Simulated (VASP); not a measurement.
Level of theory: revPBE GGA, VASP's PBE PAW potentials (set 64) (plane waves; VASP).

The input files of a VASP run:

**INCAR**
```
SYSTEM=NiO
PREC=Accurate; ENCUT=520; LREAL=F
LASPH=T
EDIFF=1E-7; NELM=100; ALGO=Normal
LMAXMIX=4
ISMEAR=0; SIGMA=0.05
GGA=RE
MAGMOM=1.4 -1.4 0.0 0.0
ISPIN=2
IBRION=2; NSW=30; ISIF=4
EDIFFG=-0.01
LWAVE=F; LCHARG=F; LORBIT=10
```

### KPOINTS
```
Automatic mesh
0
Gamma
9 9 9
0 0 0
```

File POSCAR:
```
NiO
1
    4.1817730069     2.0890106155     2.0890106155
    2.0890106155     4.1817730069     2.0890106155
    2.0890106155     2.0890106155     4.1817730069
Ni O
2 2
Direct
  0.0000000000   0.0000000000   0.0000000000
  0.5000000000   0.5000000000   0.5000000000
  0.2500000000   0.2500000000   0.2500000000
  0.7500000000   0.7500000000   0.7500000000
```

POTCAR, in this order: Ni O (PBE.64 set). Program: vasp_std.

The resulting files:

File OUTCAR:
```
 ion  position               nearest neighbor table
   1  0.000  0.000  0.000-   4 2.09   3 2.09   4 2.09   4 2.09   3 2.09   3 2.09   2 2.96   2 2.96
                             2 2.96   2 2.96   2 2.96   2 2.96
   2  0.500  0.500  0.500-   3 2.09   4 2.09   3 2.09   3 2.09   4 2.09   4 2.09   1 2.96   1 2.96
                             1 2.96   1 2.96   1 2.96   1 2.96
   3  0.250  0.250  0.250-   1 2.09   2 2.09   1 2.09   1 2.09   2 2.09   2 2.09
   4  0.750  0.750  0.750-   2 2.09   1 2.09   2 2.09   2 2.09   1 2.09   1 2.09
  LATTYP: Found a trigonal (rhomboedric) cell.
 ALAT       =     5.1200738456
 COS(alpha) =     0.8329342615
 Subroutine PRICEL returns following result:
  LATTYP: Found a trigonal (rhomboedric) cell.
 ALAT       =     2.9569606456
 COS(alpha) =     0.4991026256
 Subroutine GETGRP returns: Found 12 space group operations
The static configuration has the point symmetry D_3d.
The dynamic configuration has the point symmetry D_3d.
The overall configuration has the point symmetry D_3d.
 Subroutine INISYM returns: Found 12 space group operations
 Subroutine IBZKPT returns following result:
 Found     85 irreducible k-points:

 Following reciprocal coordinates:
            Coordinates               Weight
  0.000000  0.000000  0.000000      1.000000
...
```

**OSZICAR**
```
       N       E                     dE             d eps       ncg     rms          rms(c)
DAV:   1     0.259085312698E+03    0.25909E+03   -0.15960E+04  6960   0.211E+03
DAV:   2     0.483639532099E+01   -0.25425E+03   -0.23787E+03  7024   0.408E+02
DAV:   3    -0.250390314824E+02   -0.29875E+02   -0.28380E+02  7796   0.158E+02
DAV:   4    -0.260071619566E+02   -0.96813E+00   -0.96164E+00  7644   0.303E+01
DAV:   5    -0.260340423562E+02   -0.26880E-01   -0.26871E-01  7988   0.474E+00    0.205E+01
DAV:   6    -0.233330658002E+02    0.27010E+01   -0.45169E+01 10176   0.110E+02    0.219E+01
DAV:   7    -0.218255188071E+02    0.15075E+01   -0.72288E+00  8732   0.828E+01    0.950E+00
DAV:   8    -0.220471047191E+02   -0.22159E+00   -0.21854E+00  7688   0.130E+01    0.627E+00
DAV:   9    -0.219670058214E+02    0.80099E-01   -0.20540E-01 10804   0.124E+01    0.170E+00
DAV:  10    -0.219877443671E+02   -0.20739E-01   -0.81356E-02  9636   0.437E+00    0.819E-01
DAV:  11    -0.219872723291E+02    0.47204E-03   -0.15858E-02 10796   0.353E+00    0.140E-01
DAV:  12    -0.219876992741E+02   -0.42695E-03   -0.40029E-03  7044   0.568E-01    0.104E-01
DAV:  13    -0.219876297552E+02    0.69519E-04   -0.32131E-04  9844   0.186E-01    0.468E-02
DAV:  14    -0.219876434847E+02   -0.13729E-04   -0.13347E-04  8964   0.206E-01    0.364E-02
DAV:  15    -0.219876408037E+02    0.26809E-05   -0.24577E-05  9456   0.841E-02    0.109E-02
DAV:  16    -0.219876408119E+02   -0.81286E-08   -0.47725E-06  9412   0.320E-02    0.277E-03
DAV:  17    -0.219876407069E+02    0.10497E-06   -0.26500E-07  5668   0.825E-03    0.742E-04
DAV:  18    -0.219876407360E+02   -0.29051E-07   -0.79117E-08  3568   0.371E-03
   1 F= -.21987641E+02 E0= -.21987641E+02  d E =-.219876E+02  mag=    -0.0000
       N       E                     dE             d eps       ncg     rms          rms(c)
DAV:   1    -0.219879274622E+02   -0.28676E-03   -0.11693E-02  7116   0.975E-01    0.120E-01
DAV:   2    -0.219878019105E+02    0.12555E-03   -0.18142E-04  9008   0.272E-01    0.693E-02
DAV:   3    -0.219877468378E+02    0.55073E-04   -0.50061E-05  9772   0.194E-01    0.298E-02
DAV:   4    -0.219877558691E+02   -0.90313E-05   -0.12748E-05  9612   0.707E-02    0.101E-02
DAV:   5    -0.219877546179E+02    0.12512E-05   -0.68520E-07  8824   0.266E-02    0.474E-03
DAV:   6    -0.219877545215E+02    0.96466E-07   -0.33022E-07  6296   0.122E-02
   2 F= -.21987755E+02 E0= -.21987755E+02  d E =-.113786E-03  mag=    -0.0000
```

OUTCAR:
```
------------------------ aborting loop because EDIFF is reached ----------------------------------------
  FORCE on cell =-STRESS in cart. coord.  units (eV):
  Direction    XX          YY          ZZ          XY          YZ          ZX
  --------------------------------------------------------------------------------------
  Total        1.3606487      1.3606487      1.3606487     -0.0298309     -0.0298309     -0.0298309
  in kB       59.5416891     59.5416891     59.5416891     -1.3053932     -1.3053932     -1.3053932
  external PRESSURE =      59.5416891 kB  Pullay stress =       0.0000000 kB
  volume of cell :       36.61
      direct lattice vectors                 reciprocal lattice vectors
     4.179594037  2.085739063  2.085739063     0.358307032 -0.119280964 -0.119280964
     2.085739063  4.179594037  2.085739063    -0.119280964  0.358307032 -0.119280964
     2.085739063  2.085739063  4.179594037    -0.119280964 -0.119280964  0.358307032
 POSITION                                       TOTAL-FORCE (eV/Angst)
 -----------------------------------------------------------------------------------
      2.08574      4.17959      2.08574         0.000000      0.000000      0.000000
      4.17554      4.17554      4.17554        -0.000000     -0.000000      0.000000
      2.08777      2.08777      2.08777         0.000000      0.000000      0.000000
      6.26330      6.26330      6.26330         0.000000      0.000000     -0.000000
 -----------------------------------------------------------------------------------
    total drift:                                0.000000     -0.000000     -0.000000
  FREE ENERGIE OF THE ION-ELECTRON SYSTEM (eV)
  ---------------------------------------------------
  free  energy   TOTEN  =       -21.9877545215 eV

  energy  without entropy=      -21.9877545215  energy(sigma->0) =      -21.98775452

 total charge

# of ion       s       p       d       tot
------------------------------------------
    1        0.326   0.396   8.253   8.975
    2        0.326   0.396   8.253   8.975
    3        1.566   3.417   0.000   4.982
    4        1.566   3.417   0.000   4.982
--------------------------------------------------
tot          3.782   7.626  16.507  27.915

 magnetization (x)

# of ion       s       p       d       tot
------------------------------------------
    1       -0.010  -0.014   1.388   1.364
    2        0.010   0.014  -1.388  -1.364
    3        0.000   0.000   0.000   0.000
    4        0.000   0.000   0.000   0.000
--------------------------------------------------
tot          0.000   0.000   0.000   0.000

 reached required accuracy - stopping structural energy minimisation
```
(Selected blocks of OUTCAR.)

CONTCAR:
```
NiO
   1.00000000000000
     4.1795940366249873    2.0857390628759482    2.0857390628759482
     2.0857390628759482    4.1795940366249873    2.0857390628759482
     2.0857390628759482    2.0857390628759482    4.1795940366249873
  Ni              O
     2     2
Direct
     0.0000000000000000    1.0000000000000000    0.0000000000000000
     0.5000000000000000    0.5000000000000000    0.5000000000000000
     0.2500000000000000    0.2500000000000000    0.2500000000000000
     0.7500000000000000    0.7500000000000000    0.7500000000000000
```

The compound is NiO in the rock salt, AFM-II order structure. This cell is one point of a volume scan, at 0.97 of the reference volume. Symmetry was kept, so distortions that lower it aren't found.
